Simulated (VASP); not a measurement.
A run of VASP 6.6.1 is set up as follows.

File INCAR:

```
ALGO = Normal
EDIFF = 1E-7
ENCUT = 520
GGA = PE
ISIF = 2
ISMEAR = -1
IVDW = 12
LASPH = True
LCHARG = False
LREAL = Auto
LWAVE = False
NBANDS = 40
NELM = 100
PREC = Accurate
SIGMA = 0.05
```

The input KPOINTS:

```
k-points
0
Gamma
  1 1 1
```

File POSCAR:

```
H6C
1.0
    7.1919660000      0.0000000000      0.0000000000
    0.0000000000      7.1919660000      0.0000000000
    0.0000000000      0.0000000000      7.1919660000
H C
24 4
Direct
    0.4127661338      0.5883787548      0.4229024442
    0.4062032551      0.5297438837      0.3347902368
    0.7524229119      0.7550786530      0.8517142601
    0.7840276219      0.6563156722      0.8719729765
    0.2555768478      1.0886870155      0.4068706665
    0.2294504729      0.9994346469      0.4695100060
    0.7207347754      0.0267659775      0.6439407528
    0.7664802642     -0.0487349356      0.5905061286
    0.2545896352      0.4053411821      0.6770193296
    0.0543662192      0.5154084433      0.7824564243
    0.2288803924      0.6576783038      0.6629341685
    0.2771564827      0.5266014884      0.8886999744
    0.2773511443     -0.0738323846     -0.0366102954
    0.3014752851      0.1324672558      0.1181457198
    0.1940637650      0.1318554621     -0.1167552794
    0.4479303712      0.1031845812     -0.0828146295
    0.9440673107      0.1097613643      0.2771564827
    0.7025478152      0.1146140012      0.2327736255
    0.8546619937      0.0701755264      0.0555341891
    0.8604045125      0.3001821755      0.1299505587
   -0.1343304459      0.6775198882      0.2372369391
   -0.0895443610      0.7438438947      0.4645461338
    0.1069387703      0.6962630246      0.3013918586
   -0.0359289796      0.5123911876      0.4003495011
    0.2031572452      0.5271993778      0.7472365692
    0.3050070036      0.0780871322     -0.0257926692
    0.8411191043      0.1537409938      0.1816471324
   -0.0352198550      0.6559680621      0.3507107792
```

Potentials or basis: VASP PAW PBE potentials, release 64 (H, C).

The run is started by

```sh
$ cat potpaw_PBE.64/H/POTCAR potpaw_PBE.64/C/POTCAR > POTCAR
$ mpirun -np 1 vasp_gam > vasp.out
```

Task: Estimate the band gap on the k mesh.

Result: 7.99 eV, direct.

Task: Predict the largest force.

Result: 1.970 eV/Å.

Task: Predict the dispersion energy per atom.

Result: -0.023 eV.

Task: Predict the pressure.

Result: -1.1 GPa.

Forces in eV/Å, atoms in the order of the input:
```
H    0.037 -0.233 -0.377
H    0.088  0.224  0.251
H    0.074 -0.315  0.083
H   -0.102  0.254 -0.027
H   -0.311 -1.144  0.848
H    0.352  1.162 -0.739
H   -0.142  0.269  0.157
H    0.104 -0.141 -0.148
H   -0.018 -0.411 -0.528
H    0.147 -0.042 -0.353
H   -0.091 -0.927  0.792
H   -0.402  0.413 -1.218
H    0.360  0.300  0.639
H   -0.307 -0.251 -0.379
H    0.331  0.602  0.246
H   -0.791  0.024  0.064
H    0.935 -0.141  0.855
H    0.000  0.643  0.198
H    0.271 -0.318 -0.239
H   -0.389 -0.695  0.806
H   -0.015 -0.268 -0.248
H    0.534 -0.046 -0.093
H   -0.709 -0.084  0.453
H    0.012 -0.101 -0.161
C    0.401  1.004  1.450
C    0.432 -0.740 -0.640
C   -0.907  0.491 -1.679
C    0.107  0.469 -0.014
```

PBE gaps usually lie below the measured ones, often by a third to a half.
